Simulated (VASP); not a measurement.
The input files of a VASP run:

File POSCAR:
```
YbGe2
1
    0.0000000000     3.4826790000     3.4826790000
    3.4826790000     0.0000000000     3.4826790000
    3.4826790000     3.4826790000     0.0000000000
Yb Ge
1 2
Direct
  0.0000000000   0.0000000000   0.0000000000
  0.2500000000   0.2500000000   0.2500000000
  0.7500000000   0.7500000000   0.7500000000
```

### INCAR
```
SYSTEM = YbGe2
PREC = Accurate
ENCUT = 520
EDIFF = 1E-6
NELM = 60
ALGO = Normal
LREAL = .FALSE.
LASPH = .TRUE.
ISMEAR = 1
SIGMA = 0.1
GGA = PE
LMAXMIX = 6
LWAVE = .FALSE.
LCHARG = .FALSE.
ISIF = 2
```

**KPOINTS**
```
Automatic mesh
0
Gamma
6 6 6
0 0 0
```

POTCAR, in this order: Ge_d Yb_2 (PBE.64 set). Program: vasp_std.

Output

standard output:
```
 POSCAR found type information on POSCAR YbGe
 POSCAR found :  2 types and       3 ions
 Reading from existing POTCAR
 Reading from existing POTCAR
 WARNING: type information on POSCAR and POTCAR are incompatible
 POTCAR overwrites the type information in POSCAR
 typ   1 type information:  Yb Ge
 WARNING: type information on POSCAR and POTCAR are incompatible
 POTCAR overwrites the type information in POSCAR
 typ   2 type information:  Ge Yb
 LDA part: xc-table for (Slater+PW92), standard interpolation
 POSCAR, INCAR and KPOINTS ok, starting setup
 WAVECAR not read
 entering main loop
       N       E                     dE             d eps       ncg     rms          rms(c)
DAV:   1     0.151914296348E+03    0.15191E+03   -0.15162E+04   617   0.251E+03
DAV:   2     0.869838301166E+01   -0.14322E+03   -0.13895E+03   608   0.463E+02
DAV:   3    -0.924542023457E+01   -0.17944E+02   -0.17497E+02   718   0.120E+02
DAV:   4    -0.998681486715E+01   -0.74139E+00   -0.73899E+00   724   0.230E+01
DAV:   5    -0.100012412073E+02   -0.14426E-01   -0.14418E-01   708   0.347E+00    0.184E+01
DAV:   6    -0.934589593306E+01    0.65535E+00   -0.14950E+00   686   0.826E+00    0.120E+01
DAV:   7    -0.928159463727E+01    0.64301E-01   -0.86409E-01   638   0.705E+00    0.277E+00
DAV:   8    -0.927317779697E+01    0.84168E-02   -0.12350E-01   738   0.165E+01    0.179E-01
DAV:   9    -0.927298870060E+01    0.18910E-03   -0.11037E-02   831   0.179E+00    0.135E-01
DAV:  10    -0.927307534560E+01   -0.86645E-04   -0.12379E-03   868   0.572E-01    0.842E-02
DAV:  11    -0.927310929816E+01   -0.33953E-04   -0.17543E-04   805   0.288E-01    0.151E-02
DAV:  12    -0.927310934993E+01   -0.51771E-07   -0.28030E-05   735   0.823E-02    0.980E-03
DAV:  13    -0.927311012774E+01   -0.77781E-06   -0.33610E-06   581   0.370E-02
   1 F= -.92731101E+01 E0= -.92734496E+01  d E =0.101856E-02
```

### OUTCAR
```
------------------------ aborting loop because EDIFF is reached ----------------------------------------
  FORCE on cell =-STRESS in cart. coord.  units (eV):
  Direction    XX          YY          ZZ          XY          YZ          ZX
  --------------------------------------------------------------------------------------
  Total        1.3727925      1.3727925      1.3727925      0.0000000      0.0000000      0.0000000
  in kB       26.0342549     26.0342549     26.0342549      0.0000000      0.0000000      0.0000000
  external PRESSURE =      26.0342549 kB  Pullay stress =       0.0000000 kB
  volume of cell :       84.48
      direct lattice vectors                 reciprocal lattice vectors
     0.000000000  3.482679000  3.482679000    -0.143567639  0.143567639  0.143567639
     3.482679000  0.000000000  3.482679000     0.143567639 -0.143567639  0.143567639
     3.482679000  3.482679000  0.000000000     0.143567639  0.143567639 -0.143567639
 POSITION                                       TOTAL-FORCE (eV/Angst)
 -----------------------------------------------------------------------------------
      0.00000      0.00000      0.00000        -0.000000     -0.000000     -0.000000
      1.74134      1.74134      1.74134        -0.000000     -0.000000     -0.000000
      5.22402      5.22402      5.22402         0.000000      0.000000      0.000000
 -----------------------------------------------------------------------------------
    total drift:                               -0.000000      0.000000      0.000000
  FREE ENERGIE OF THE ION-ELECTRON SYSTEM (eV)
  ---------------------------------------------------
  free  energy   TOTEN  =        -9.2731101277 eV

  energy  without entropy=       -9.2741286871  energy(sigma->0) =       -9.27344965
```
(Selected blocks of OUTCAR.)

Question: Read the log: what went wrong, and how is it fixed?

Answer: The cause: POTCAR lists the elements in another order than POSCAR. The run ends without an error. Against the sound run, the pressure goes up by 6.91 GPa. To mend it, use POTCAR Yb_2 Ge_d of the PBE.64 set.

The mended run (PBE GGA, plane waves, VASP's PBE PAW potentials (set 64)) converges, and its OSZICAR ends with
```
   1 F= -.10498104E+02 E0= -.10498485E+02  d E =0.114425E-02
```

The structure was generated: YbGe2 was put into the fluorite type (Fm-3m), which need not be its known phase. The cell was not relaxed at this level. The 4f electrons are frozen in the core of the lanthanide potential, so 4f levels, which can set the real gap, and their magnetism are missing.
